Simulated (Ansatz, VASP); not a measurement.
**SiCl3: VASP beside Ansatz**

Aim: how closely do two programs agree when they are given the same cell, functional and k mesh? The cell is generated by rule, not measured, and may not be a known phase. The cell is taken from a series of runs on this material, whose earlier steps may have relaxed, scaled, displaced or heated it; both programs get it as it stands.

Main program and level: Ansatz 0.2.0; plane waves, with VASP 6.6.1 beside it; single point at PBE.

The structure was built from a prototype and need not be the compound's stable phase.

**1. Set-up**

It takes space group Amm2 (No. 38, orthorhombic). Conventional cell: a = 4.735 Å, b = 6.696 Å, c = 6.696 Å, α = 90.00°, β = 90.00°, γ = 90.00°. Nearest to Si lie 4 Cl at 2.23 to 2.37 Å. Nearest to Cl lie 2 Si at 2.37 Å. Nearest to Cl lie 1 Si at 2.23 Å. Farther neighbours and most contacts between anions are not listed.

**2. VASP: single point, PBE, pair 1**

With cell and atoms fixed, the geometry can't cause a difference; cores, projectors, grids and the points listed under the comparison can.

Lines of VASP's logs that name or quote its potential files are left out, and so is its time.

INCAR

```
SYSTEM = SiCl3
PREC = Accurate
ENCUT = 500
EDIFF = 1E-06
NELM = 120
ISMEAR = 1
SIGMA = 0.2
LREAL = .FALSE.
ALGO = Normal
GGA = PE
NBANDS = 18
LORBIT = 11
LWAVE = .FALSE.
LCHARG = .FALSE.
ISIF = 2
LASPH = .TRUE.
GGA_COMPAT = .FALSE.
KPAR = 2
```

POSCAR

```
SiCl3
1.0
    4.7349396865      0.0000000000      0.0000000000
    0.0000000000      4.7349396865      0.0000000000
    0.0000000000      0.0000000000      4.7349396865
Si Cl
1 3
Direct
    0.0000000000      0.9790926694      0.9790926694
    0.5000000000      0.0036834151      0.0036834151
    0.0000000000      0.0036834151      0.5091968476
    0.0000000000      0.5091968476      0.0036834151
```

KPOINTS

```
Automatic mesh
0
Gamma
10 10 10
0 0 0
```

The projector-augmented-wave data sets are Si and Cl (PBE family, release 64).

On the command line:

```
> mpirun -np 2 vasp_std
```

Numbers of over 12 decimals in the logs are rounded to 6 here.

The log of the run:

```text
[banner, memory and clock lines left out]
running    2 mpi-ranks, on    1 nodes
 distrk:  each k-point on    1 cores,    2 groups
 distr:  one band on    1 cores,    1 groups

 POSCAR found type information on POSCAR SiCl
 POSCAR found :  2 types and       4 ions
 LDA part: xc-table for (Slater+PW92), standard interpolation
 POSCAR, INCAR and KPOINTS ok, starting setup
 FFT: planning ... GRIDC
 FFT: planning ... GRID_SOFT
 FFT: planning ... GRID
 WAVECAR not read
 entering main loop
       N       E                     dE             d eps       ncg     rms          rms(c)
DAV:   1     0.157577504595E+03    0.15758E+03   -0.10365E+04  6696   0.109E+03
DAV:   2    -0.101570455297E+01   -0.15859E+03   -0.15465E+03  8942   0.216E+02
DAV:   3    -0.137328408559E+02   -0.12717E+02   -0.12670E+02  8064   0.703E+01
DAV:   4    -0.139287644965E+02   -0.19592E+00   -0.19578E+00  9694   0.996E+00
DAV:   5    -0.139326002503E+02   -0.38358E-02   -0.38354E-02  9022   0.135E+00    0.105E+01
DAV:   6    -0.134723513347E+02    0.46025E+00   -0.79206E-01  7888   0.470E+00    0.650E+00
DAV:   7    -0.134374059038E+02    0.34945E-01   -0.32060E-01  8854   0.302E+00    0.187E+00
DAV:   8    -0.134353230561E+02    0.20828E-02   -0.43085E-02  8576   0.123E+00    0.255E-01
DAV:   9    -0.134353040373E+02    0.19019E-04   -0.18354E-03  9318   0.290E-01    0.104E-01
DAV:  10    -0.134353468304E+02   -0.42793E-04   -0.12828E-04  8590   0.783E-02    0.420E-02
DAV:  11    -0.134353561114E+02   -0.92810E-05   -0.22917E-05  8730   0.304E-02    0.934E-03
DAV:  12    -0.134353561359E+02   -0.24559E-07   -0.58307E-06  9004   0.145E-02
   1 F= -.13435356E+02 E0= -.13436239E+02  d E =0.264822E-02
```

From OUTCAR (step 2):

```text
ion  position               nearest neighbor table
   1  0.000  0.979  0.979-   3 2.23   4 2.23   2 2.37   2 2.37   4 2.51   3 2.51
   2  0.500  0.004  0.004-   1 2.37   1 2.37
   3  0.000  0.004  0.509-   1 2.23   1 2.51
   4  0.000  0.509  0.004-   1 2.23   1 2.51

  LATTYP: Found a simple cubic cell.
 ALAT       =     4.7349396865

 Subroutine GETGRP returns: Found  4 space group operations
 (whereof  4 operations were pure point group operations)

The static configuration has the point symmetry C_2v.

 Found    186 irreducible k-points:

   k-points           NKPTS =    186   k-points in BZ     NKDIM =    186   number of bands    NBANDS=     18

   dimension x,y,z NGX =    36 NGY =   36 NGZ =   36
   dimension x,y,z NGXF=    72 NGYF=   72 NGZF=   72

   ENCUT  =  500.0 eV  36.75 Ry    6.06 a.u.   8.63  8.63  8.63*2*pi/ulx,y,z

   NELECT =      25.0000    total number of electrons

 k-points in reciprocal lattice and weights: Automatic mesh
   0.00000000  0.00000000  0.00000000       0.001
   0.10000000  0.00000000  0.00000000       0.002
   0.00000000  0.10000000  0.00000000       0.004
   0.20000000  0.00000000  0.00000000       0.002
   0.00000000  0.20000000  0.00000000       0.004
   0.30000000  0.00000000  0.00000000       0.002
   0.00000000  0.30000000  0.00000000       0.004
   0.40000000  0.00000000  0.00000000       0.002
   0.00000000  0.40000000  0.00000000       0.004
[...]
0.40000000  0.50000000  0.50000000       0.002
   0.50000000  0.50000000  0.50000000       0.001

 average (electrostatic) potential at core
       1 -89.6085       2 -94.1296       3 -94.1765       4 -94.1765

 E-fermi :   1.3294

 k-point     1 :       0.0000    0.0000    0.0000
  band No.  band energies     occupation
    ...
      9      -0.8359      2.00000
     10      -0.8295      2.00000
     11      -0.7299      2.00000
     12      -0.7273      2.00000
     13      -0.7084      2.00000
     14       6.6741      0.00000
     15       7.2907      0.00000
     16       7.3148      0.00000
     17       7.5188      0.00000
     18       9.8409      0.00000

 k-point     2 :       0.1000    0.0000    0.0000
  band No.  band energies     occupation
    ...
      9      -0.8632      2.00000
     10      -0.8300      2.00000
     11      -0.7742      2.00000
     12      -0.7705      2.00000
     13      -0.6440      2.00000
     14       6.7949      0.00000
     15       7.3085      0.00000
     16       7.4274      0.00000
     17       7.6526      0.00000
     18       9.4365      0.00000

 k-point     3 :       0.0000    0.1000    0.0000
  band No.  band energies     occupation
    ...
      9      -0.8863      2.00000
     10      -0.8305      2.00000
     11      -0.7497      2.00000
     12      -0.7370      2.00000
     13      -0.6664      2.00000
     14       6.7962      0.00000
     15       7.3447      0.00000
     16       7.4367      0.00000
     17       7.6191      0.00000
     18       9.4028      0.00000

  Total       -0.2406403      0.6690795      0.6690795      0.0000000      0.1207298      0.0000000
  in kB       -3.6319143     10.0982229     10.0982229      0.0000000      1.8221406      0.0000000
  external PRESSURE =       5.5215105 kB  Pullay stress =       0.0000000 kB

  energy-cutoff  :      500.00
  volume of cell :      106.16
      direct lattice vectors                 reciprocal lattice vectors
     4.734939686  0.000000000  0.000000000     0.211195932  0.000000000  0.000000000
     0.000000000  4.734939686  0.000000000     0.000000000  0.211195932  0.000000000
     0.000000000  0.000000000  4.734939686     0.000000000  0.000000000  0.211195932

 POSITION                                       TOTAL-FORCE (eV/Angst)
 -----------------------------------------------------------------------------------
      0.00000      4.63594      4.63594         0.000000     -0.560659     -0.560659
      2.36747      0.01744      0.01744         0.000000      0.145214      0.145214
      0.00000      0.01744      2.41102         0.000000      0.141165      0.274281
      0.00000      2.41102      0.01744         0.000000      0.274281      0.141165
 -----------------------------------------------------------------------------------
    total drift:                                0.000000      0.000210      0.000209

  FREE ENERGIE OF THE ION-ELECTRON SYSTEM (eV)
  ---------------------------------------------------
  free  energy   TOTEN  =       -13.4353561359 eV

  energy  without entropy=      -13.4380043520  energy(sigma->0) =      -13.43623887

 total charge
# of ion       s       p       d       tot
------------------------------------------
    1        0.825   0.565   0.000   1.391
    2        1.606   3.501   0.000   5.107
    3        1.606   3.513   0.000   5.119
    4        1.606   3.513   0.000   5.119
--------------------------------------------------
tot          5.644  11.092   0.000  16.736

[... 3 further parts left out ...]
```

The run ends at a pressure of 0.55 GPa, with forces up to 0.79 eV/Å.

**3. Ansatz: single point, PBE, pair 1**

Ansatz runs on norm-conserving files, of PseudoDojo where its log says so.

The same cell, functional, mesh and smearing now go to Ansatz, which takes its cutoff from its data sets.

input.yaml

```yaml
crystal:
  lattice:
    - [4.7349396865, 0.0, 0.0]
    - [0.0, 4.7349396865, 0.0]
    - [0.0, 0.0, 4.7349396865]
  atoms:
    - { symbol: Si, position: [0.0, -0.0209073306, -0.0209073306] }
    - { symbol: Cl, position: [0.5, 0.0036834151, 0.0036834151] }
    - { symbol: Cl, position: [0.0, 0.0036834151, 0.5091968476] }
    - { symbol: Cl, position: [0.0, 0.5091968476, 0.0036834151] }
kpoints:
  mp_grid: { grid: [10, 10, 10] }
hamiltonian:
  xc: pbe
  pseudopotentials: { kind: nc }
scf:
  occupations: { method: methfessel_paxton, width: 0.2 }
output:
  forces: true
  stress: true
  eigenvalues: true
  write_density: true
  write_potential: true
  elf: true
  volumetric_format: npy
```

On the command line:

```
> ansatz run input.yaml --threads 4 --pin off --max-ram 14336MiB --backend cpu --events-out ev --progress --plain --runs-dir out
```

The log of the run:

```text
Engine: ansatz 0.2.0, aarch64-unknown-linux-gnu
Pseudopotentials: kind: nc
Pseudopotential: Si, nc, valence charge 4, recommended cutoff 489.804952 eV (normal), Si.nc.azcp
Pseudopotential: Cl, nc, valence charge 7, recommended cutoff 789.130201 eV (normal), Cl.nc.azcp (PseudoDojo's, or run here from an input of PseudoDojo's: the run reads no file of this project's for it)
Functional definition: PBE
  parameter kappa = 0.804
  parameter beta = 0.066725
  exchange = pbe_x(kappa = kappa, mu = beta*pi^2/3)
  correlation = pbe_c(beta = beta)
Crystal: 4 atoms, lattice volume = 106.156 Å³
Basis set: ecut = 789.130201 eV, 5377 PW (Γ), exchange–correlation on 90×90×90 points (8 copies of the dense FFT grid, shifted against one another)
Bands: 17, of which v1, the nominal top of the filled ones, is band 13 counted from 1 (12 counted from 0)
Symmetry: 4 space group operations
Space group: Amm2 (ITA 38), of the structure as read, at distance tolerance 4.7e-5 Å
k-points: 186 of 1000 (time reversal used)
Non-local potential: Si, projectors of the file, l = 0: 2, l = 1: 2, l = 2: 2
Non-local potential: Cl, projectors of the file, l = 0: 2, l = 1: 2, l = 2: 2
Initial density: superposition of atomic densities (chi_scale 0.1, normalization cell, long waves kept (reshape's long-wave potential 0.02 eV rms))
Initial wavefunctions: pseudopotential atomic-orbital guess
Functional: x = pbe(κ = 0.804, μ = 0.219515), c = pbe(β = 0.066725)
SCF iter   1: F=—  HF=-1456.426786 eV  |F-HF|=—  |Δ(HF+E_count)|=         —  Δρ=2.13e-2  dr2=4.56e-1  ethr=3.10e-3  ⟨swp⟩=9.1  Hψ=22534  notcnv=0
preconditioner: auto → Kerker (q_TF=auto, 2.144 Å⁻¹)  [metal: Δε(μ)=0.021 eV  Ē_g=11.671 eV  σ=0.200 eV  W_gap=0.09  n_scr=18 (ndim 8)  ℏωp=18.0 eV  f_vac=0.143  D(μ)=0.58/eV (n_scr^D=0)]
SCF iter   2: F=—  HF=-1456.343290 eV  |F-HF|=—  |Δ(HF+E_count)|=   8.35e-2  S|Δr|=    0.00e0  Δρ=1.16e-2  dr2=1.22e-1  ethr=1.82e-3  ⟨swp⟩=1.3  Hψ=4738  notcnv=0
SCF iter   3: F=—  HF=-1456.326169 eV  |F-HF|=—  |Δ(HF+E_count)|=   1.71e-2  S|Δr|=    0.00e0  Δρ=1.77e-3  dr2=2.79e-3  ethr=4.89e-4  ⟨swp⟩=2.3  Hψ=5398  notcnv=0
SCF iter   4: F=—  HF=-1456.326949 eV  |F-HF|=—  |Δ(HF+E_count)|=   7.80e-4  S|Δr|=    0.00e0  Δρ=4.30e-4  dr2=2.55e-4  ethr=1.12e-5  ⟨swp⟩=2.1  Hψ=6020  notcnv=0  defer=16
SCF iter   5: F=—  HF=-1456.327220 eV  |F-HF|=—  |Δ(HF+E_count)|=   2.71e-4  S|Δr|=    0.00e0  Δρ=1.59e-4  dr2=6.85e-5  ethr=1.02e-6  ⟨swp⟩=2.7  Hψ=5436  notcnv=0  defer=16
SCF iter   6: F=—  HF=-1456.327244 eV  |F-HF|=—  |Δ(HF+E_count)|=   2.45e-5  S|Δr|=    0.00e0  Δρ=5.63e-5  dr2=8.56e-6  ethr=2.74e-7  ⟨swp⟩=2.3  Hψ=4576  notcnv=0  defer=26
SCF iter   7: F=—  HF=-1456.327237 eV  |F-HF|=—  |Δ(HF+E_count)|=   6.84e-6  S|Δr|=    0.00e0  Δρ=1.58e-5  dr2=5.86e-7  ethr=3.42e-8  ⟨swp⟩=2.4  Hψ=4931  notcnv=0  defer=28
SCF iter   8: F=-1456.327237 eV  HF=-1456.327237 eV  |F-HF|=3.12e-8  |Δ(HF+E_count)|=   2.26e-8  S|Δr|=    0.00e0  Δρ=5.25e-6  dr2=5.05e-8  ethr=4.00e-10  ⟨swp⟩=16.2  Hψ=31001  notcnv=0
SCF 1 converged in 8 iterations: F = -1456.327237 eV  dr2 = 5.05e-8
WARN: The input density's exchange-correlation potential varies sharply where the density is thin. Do not read a vacuum level from v_tot or v_xc, or from such a field of the output density. On a cell that repeats whose density bears no net charge and no dipole along the vacuum's axis use v_es (v_loc + v_h of the components); under efield.dipole_correction with no amplitude use v_es + v_field, which holds any external [...]
SCF converged after 8 iterations
Stability not checked: this state was not tested for a lower state beside it, because cold or Methfessel-Paxton smearing, or corrected tetrahedra, fill the levels in a way that the test cannot read (fill_not_monotonic; see scf.lower_state_search)
Free energy (F): -1456.327237 eV
Harris-Foulkes:  -1456.327237 eV  (|F-HF|=3.12e-8)
Internal energy: -1456.329891 eV  (E = F + TS)
E sigma→0 (E₀):  -1456.327901 eV
Entropy (-TS):   0.002654 eV (0.663 meV/atom)
Fermi energy:    2.256628 eV
Step filling:    the computed levels leave a gap of 0.0091 eV = 0.0 smearing widths at the electron count; against every level under it full and every level over it empty, smearing changes F+E_penalty+E_count by +1.173 meV and its σ→0 estimate by +0.510 meV
--- Per-component energies (eV) ---
  E_band       = -104.670430
  E_kinetic    = 496.541521
  E_local      = -1082.563163  (includes V_loc(G=0)·N_el)
  E_nonlocal   = 201.156073
  E_hartree    = 322.436761
  E_xc         = -407.344940
  E_vxc        = -364.674996  (∫ρ·V_xc dr)
  E_ewald      = -986.556142
  E_smearing   = 0.002654  (= −TS)
  E_closure    = 0.000000  (closes the sum)
  Σ components = -1456.327237   (vs F -1456.327237, Δ=0.00e0)
--- Forces (eV/Å), atoms counted from 1 ---
  atom   1  Si     0.00000000    -0.54193047    -0.54193047
  atom   2  Cl     0.00000000     0.14518174     0.14518174
  atom   3  Cl    -0.00000000     0.14154949     0.25521484
  atom   4  Cl     0.00000000     0.25521484     0.14154949
  max |Σ_I F_I| component: 1.56e-5 eV/Å
--- Stress (GPa, compression-positive) ---
       -0.255204       0.000000       0.000000
        0.000000       1.134177       0.176934
        0.000000       0.176934       1.134177
  P = ⅓ Tr σ = 0.6710 GPa (6.710 kbar)
--- Band table (eV; the first three rows and the last of 186) ---
  k-point 0: bands = [... 9 lower, 0.1163, 0.2135, 0.2138, 0.2331, 7.6085, 8.1559, 8.1786, 8.3768]
  k-point 1: bands = [... 9 lower, 0.1169, 0.1917, 0.2069, 0.2740, 7.7304, 8.2097, 8.3012, 8.4767]
  k-point 2: bands = [... 9 lower, 0.0722, 0.1763, 0.2086, 0.4726, 8.0608, 8.2936, 8.5005, 8.8092]
  k-point 185: bands = [... 9 lower, 1.0145, 1.0507, 1.0604, 4.2246, 4.2687, 4.3737, 6.4032, 8.3344]
```

The run ends at a pressure of 0.67 GPa, with forces up to 0.77 eV/Å.

**4. Differences**

Known differences besides the potentials themselves: the cutoff is 789.13 eV in Ansatz and 500 eV in VASP. Total energies have different zeros and are not compared.

Compared:

```tsv
quantity	Ansatz	VASP	difference
pressure (GPa)	0.67	0.55	+0.12
```

Forces (eV/Å; atoms numbered as in POSCAR):

```tsv
atom	Ansatz x, y, z	VASP x, y, z
Si1	0.000, -0.542, -0.542	0.000, -0.561, -0.561
Cl2	0.000, 0.145, 0.145	0.000, 0.145, 0.145
Cl3	0.000, 0.142, 0.255	0.000, 0.141, 0.274
Cl4	0.000, 0.255, 0.142	0.000, 0.274, 0.141
```

The forces differ by 11 meV/Å r.m.s., which is 4.1 % of the r.m.s. force of 0.268 eV/Å (both taken over all components).

**5. VASP: single point, PBE, pair 2**

A single point gives forces, pressure and levels at one fixed geometry, so differences don't come from the geometry; what else differs is listed under the comparison.

INCAR is that of step 2.

POSCAR

```
SiCl3
1.0
    4.7349396865      0.0000000000      0.0000000000
    0.0000000000      4.7349396865      0.0000000000
    0.0000000000      0.0000000000      4.7349396865
Si Cl
1 3
Direct
    0.0000000000      0.9671456234      0.9671456234
    0.5000000000      0.0057882238      0.0057882238
    0.0000000000      0.0057882238      0.5144521891
    0.0000000000      0.5144521891      0.0057882238
```

KPOINTS is that of step 2.

On the command line:

```
> mpirun -np 2 vasp_std
```

The log of the run:

```text
[... set-up lines as in an earlier step ...]
 entering main loop
       N       E                     dE             d eps       ncg     rms          rms(c)
DAV:   1     0.158169305568E+03    0.15817E+03   -0.10364E+04  6696   0.109E+03
DAV:   2    -0.107091446074E+01   -0.15924E+03   -0.15531E+03  8940   0.216E+02
DAV:   3    -0.137791966207E+02   -0.12708E+02   -0.12659E+02  8120   0.704E+01
DAV:   4    -0.139724045775E+02   -0.19321E+00   -0.19306E+00  9708   0.991E+00
[...]
DAV:  10    -0.135215022940E+02   -0.35489E-04   -0.13806E-04  8570   0.799E-02    0.443E-02
DAV:  11    -0.135215095572E+02   -0.72631E-05   -0.18261E-05  8670   0.279E-02    0.975E-03
DAV:  12    -0.135215099879E+02   -0.43077E-06   -0.50704E-06  8932   0.138E-02
   1 F= -.13521510E+02 E0= -.13521943E+02  d E =0.129912E-02
```

Parts of OUTCAR (step 5):

```text
  Total       -0.4611843      1.7617709      1.7617709     -0.0000000      0.2041648     -0.0000000
  in kB       -6.9605209     26.5898974     26.5898974     -0.0000000      3.0813995     -0.0000000
  external PRESSURE =      15.4064246 kB  Pullay stress =       0.0000000 kB

 POSITION                                       TOTAL-FORCE (eV/Angst)
 -----------------------------------------------------------------------------------
      0.00000      4.57938      4.57938         0.000000     -0.572795     -0.572795
      2.36747      0.02741      0.02741         0.000000      0.210971      0.210971
      0.00000      0.02741      2.43590         0.000000      0.204682      0.157142
      0.00000      2.43590      0.02741         0.000000      0.157142      0.204682
 -----------------------------------------------------------------------------------
    total drift:                                0.000000      0.000322      0.000322

  FREE ENERGIE OF THE ION-ELECTRON SYSTEM (eV)
  ---------------------------------------------------
  free  energy   TOTEN  =       -13.5215099879 eV

  energy  without entropy=      -13.5228091076  energy(sigma->0) =      -13.52194303

[... 2 parts as in an earlier step ...]

[... 1 further part left out ...]
[key lines of the parts left out:]
E-fermi :   1.4247
```

The run ends at a pressure of 1.54 GPa, with forces up to 0.81 eV/Å.

**6. Ansatz: single point, PBE, pair 2**

The same cell, functional, mesh and smearing now go to Ansatz, which takes its cutoff from its data sets.

The cell is taken from a series of runs on this material, whose earlier steps may have relaxed, scaled, displaced or heated it; both programs get it as it stands.

input.yaml, the sections that differ from step 3:

```yaml
crystal:
  lattice:
    - [4.7349396865, 0.0, 0.0]
    - [0.0, 4.7349396865, 0.0]
    - [0.0, 0.0, 4.7349396865]
  atoms:
    - { symbol: Si, position: [0.0, -0.0328543766, -0.0328543766] }
    - { symbol: Cl, position: [0.5, 0.0057882238, 0.0057882238] }
    - { symbol: Cl, position: [0.0, 0.0057882238, 0.5144521891] }
    - { symbol: Cl, position: [0.0, 0.5144521891, 0.0057882238] }
output:
  forces: true
  stress: true
  eigenvalues: true
# kpoints, hamiltonian, scf: as in step 3
```

On the command line:

```
> ansatz run input.yaml --threads 4 --pin off --max-ram 14336MiB --backend cpu --events-out ev --progress --plain --runs-dir out
```

The log of the run:

```text
[...]
Crystal: 4 atoms, lattice volume = 106.156 Å³
Basis set: ecut = 789.130201 eV, 5377 PW (Γ), exchange–correlation on 90×90×90 points (8 copies of the dense FFT grid, shifted against one another)
Bands: 17, of which v1, the nominal top of the filled ones, is band 13 counted from 1 (12 counted from 0)
Symmetry: 4 space group operations
[...]
P = ⅓ Tr σ = 1.6748 GPa (16.748 kbar)
--- Band table (eV; the first three rows and the last of 186) ---
  k-point 0: bands = [... 9 lower, 0.0482, 0.1824, 0.2343, 0.2425, 7.5638, 7.9704, 8.0488, 8.4642]
  k-point 1: bands = [... 9 lower, 0.0699, 0.1581, 0.2210, 0.2953, 7.6854, 8.0303, 8.1668, 8.5567]
  k-point 2: bands = [... 9 lower, 0.0472, 0.1330, 0.2207, 0.5178, 8.0151, 8.1454, 8.4045, 8.8555]
  k-point 185: bands = [... 9 lower, 0.9351, 1.0301, 1.0527, 4.3754, 4.4798, 4.7206, 6.5203, 8.2830]
[key lines of the parts left out:]
SCF converged after 8 iterations
Free energy (F): -1456.409390 eV
Fermi energy:    2.351341 eV
```

The run ends at a pressure of 1.67 GPa, with forces up to 0.77 eV/Å.

**7. Side by side**

The two programs side by side:

```tsv
quantity	Ansatz	VASP	difference
pressure (GPa)	1.67	1.54	+0.13
```

Forces (eV/Å; atoms numbered as in POSCAR):

```tsv
atom	Ansatz x, y, z	VASP x, y, z
Si1	0.000, -0.543, -0.543	0.000, -0.573, -0.573
Cl2	0.000, 0.211, 0.211	0.000, 0.211, 0.211
Cl3	0.000, 0.206, 0.125	0.000, 0.205, 0.157
Cl4	0.000, 0.125, 0.206	0.000, 0.157, 0.205
```

The forces differ by 18 meV/Å r.m.s., which is 6.6 % of the r.m.s. force of 0.271 eV/Å (both taken over all components).

(Continued in part 2 of 2.)

[Lines on the potential files, build, host, timing and source positions are cut from VASP's logs without a mark.]

[Logs are printed without paths, hosts, clocks, repeated set-up lines and the standing remarks that a program may print on its own settings, such as how far it seeks lower states.]

[Hosts, paths, dates, database ids (printed as entryN), source tags and the programs' standing remarks are cut or masked in the printed files.]
